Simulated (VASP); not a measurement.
Calculation: LDA (Ceperley-Alder, Perdew-Zunger), VASP's LDA PAW potentials (set 64) (plane waves; VASP 6.6.1).

Input for VASP

**POSCAR**
```
BaTiO3
1
    3.9525453398     0.0000000000     0.0000000000
    0.0000000000     3.9525453398     0.0000000000
    0.0000000000     0.0000000000     3.9525453398
Ba Ti O
1 1 3
Direct
  0.0000000000   0.0000000000   0.0000000000
  0.5000000000   0.5000000000   0.5000000000
  0.5000000000   0.0000000000   0.5000000000
  0.0000000000   0.5000000000   0.5000000000
  0.5000000000   0.5000000000   0.0000000000
```

**INCAR**
```
SYSTEM = BaTiO3
PREC = Accurate
ENCUT = 520
EDIFF = 1E-7
NELM = 100
ALGO = Normal
LREAL = .FALSE.
LASPH = .TRUE.
ISMEAR = -5
LMAXMIX = 4
LWAVE = .FALSE.
LCHARG = .TRUE.
LORBIT = 11
NEDOS = 601
ISIF = 2
LEFG = .TRUE.
```

### KPOINTS
```
Automatic mesh
0
Gamma
6 6 6
0 0 0
```

POTCAR, in this order: Ba_sv Ti_sv O (LDA.64 set). Program: vasp_std.

What VASP printed:

OSZICAR:
```
       N       E                     dE             d eps       ncg     rms          rms(c)
DAV:   1     0.447458421995E+03    0.44746E+03   -0.21556E+04   960   0.181E+03
DAV:   2    -0.616128667136E+01   -0.45362E+03   -0.44661E+03  1168   0.490E+02
DAV:   3    -0.526830987764E+02   -0.46522E+02   -0.46408E+02  1400   0.146E+02
DAV:   4    -0.546610332508E+02   -0.19779E+01   -0.19771E+01  1344   0.276E+01
DAV:   5    -0.547235614609E+02   -0.62528E-01   -0.62524E-01  1328   0.380E+00    0.239E+01
DAV:   6    -0.444359718038E+02    0.10288E+02   -0.71893E+01  1424   0.780E+01    0.105E+01
DAV:   7    -0.443321216707E+02    0.10385E+00   -0.10895E+01  1216   0.247E+01    0.671E+00
DAV:   8    -0.441738640966E+02    0.15826E+00   -0.13974E+00  1256   0.117E+01    0.233E+00
DAV:   9    -0.441662097903E+02    0.76543E-02   -0.20851E-01  1176   0.361E+00    0.976E-01
DAV:  10    -0.441601519548E+02    0.60578E-02   -0.92360E-02  1296   0.254E+00    0.582E-01
DAV:  11    -0.441563414080E+02    0.38105E-02   -0.37406E-02  1408   0.135E+00    0.171E-01
DAV:  12    -0.441559103199E+02    0.43109E-03   -0.25135E-03  1184   0.467E-01    0.430E-02
DAV:  13    -0.441559474568E+02   -0.37137E-04   -0.98315E-04  1320   0.248E-01    0.632E-02
DAV:  14    -0.441558838056E+02    0.63651E-04   -0.38055E-04  1248   0.132E-01    0.140E-02
DAV:  15    -0.441558837147E+02    0.90963E-07   -0.12777E-05  1200   0.307E-02    0.427E-03
DAV:  16    -0.441558835929E+02    0.12177E-06   -0.99422E-07  1328   0.695E-03    0.302E-03
DAV:  17    -0.441558834636E+02    0.12928E-06   -0.81369E-07  1072   0.477E-03    0.121E-03
DAV:  18    -0.441558834609E+02    0.27376E-08   -0.28593E-08   528   0.149E-03
   1 F= -.44155883E+02 E0= -.44155883E+02  d E =0.000000E+00
```

OUTCAR:
```
------------------------ aborting loop because EDIFF is reached ----------------------------------------
  FORCE on cell =-STRESS in cart. coord.  units (eV):
  Direction    XX          YY          ZZ          XY          YZ          ZX
  --------------------------------------------------------------------------------------
  Total       -0.0683680     -0.0683680     -0.0683680      0.0000000     -0.0000000      0.0000000
  in kB       -1.7739146     -1.7739146     -1.7739146      0.0000000     -0.0000000      0.0000000
  external PRESSURE =      -1.7739146 kB  Pullay stress =       0.0000000 kB
  volume of cell :       61.75
      direct lattice vectors                 reciprocal lattice vectors
     3.952545340  0.000000000  0.000000000     0.253001525  0.000000000  0.000000000
     0.000000000  3.952545340  0.000000000     0.000000000  0.253001525  0.000000000
     0.000000000  0.000000000  3.952545340     0.000000000  0.000000000  0.253001525
 POSITION                                       TOTAL-FORCE (eV/Angst)
 -----------------------------------------------------------------------------------
      0.00000      0.00000      0.00000         0.000000      0.000000      0.000000
      1.97627      1.97627      1.97627         0.000000      0.000000      0.000000
      1.97627      0.00000      1.97627         0.000000      0.000000      0.000000
      0.00000      1.97627      1.97627         0.000000      0.000000      0.000000
      1.97627      1.97627      0.00000         0.000000      0.000000      0.000000
 -----------------------------------------------------------------------------------
    total drift:                                0.000000      0.000000     -0.000000
  FREE ENERGIE OF THE ION-ELECTRON SYSTEM (eV)
  ---------------------------------------------------
  free  energy   TOTEN  =       -44.1558834609 eV

  energy  without entropy=      -44.1558834609  energy(sigma->0) =      -44.15588346

 total charge

# of ion       s       p       d       tot
------------------------------------------
    1        2.008   5.643   0.366   8.017
    2        2.224   6.302   1.763  10.289
    3        1.554   3.463   0.000   5.017
    4        1.554   3.463   0.000   5.017
    5        1.554   3.463   0.000   5.017
--------------------------------------------------
tot          8.893  22.334   2.129  33.356

 Electric field gradients after diagonalization (V/A^2)
 (convention: |V_zz| > |V_xx| > |V_yy|)
----------------------------------------------------------------------
 ion       V_xx      V_yy      V_zz     asymmetry (V_yy - V_xx)/ V_zz
----------------------------------------------------------------------
   1       0.000     0.000    -0.000       0.197
   2      -0.000    -0.000    -0.000      -0.464
   3      -9.015    -9.015    18.031       0.000
   4      -9.015    -9.015    18.031       0.000
   5      -9.015    -9.015    18.031       0.000
```
(Selected blocks of OUTCAR.)

The compound is BaTiO3 in the cubic perovskite structure, the ideal cubic form; the compound distorts at low or room temperature. It was relaxed first.
